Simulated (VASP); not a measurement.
Given:

```
CELL_PARAMETERS angstrom
      1.95334    -3.38329     0.00000
      1.95334     3.38329     0.00000
      0.00000     0.00000     5.09586
ATOMIC_POSITIONS crystal
  Ni 0.00000 0.00000 0.50000
  Ni 0.00000 0.00000 0.00000
  Sb 0.33333 0.66667 0.25000
  Sb 0.66667 0.33333 0.75000
```

These are SCAN meta-GGA, VASP's PBE PAW potentials (set 64) (plane waves; VASP) values and carry that method's errors. Settings: 520 eV cut-off, 10×10×7 Γ-centred mesh, tetrahedra with Blöchl corrections, potentials Ni Sb.

The cores are frozen, which limits the accuracy of field gradients.

**Question.** Give the principal components of the electric field gradient (V/Å²) and the asymmetry η at each nucleus.

**Answer.** 
```
atom    Vxx    Vyy    Vzz     η
----  -----  -----  -----  ----
Ni1    13.0   13.0  -26.1  0.00
Ni2    13.0   13.0  -26.1  0.00
Sb3   -38.1  -38.1   76.2  0.00
Sb4   -38.1  -38.1   76.2  0.00
```

The compound is NiSb in the NiAs type structure. It was relaxed first. The run is not spin-polarised, so no magnetic state was tried.
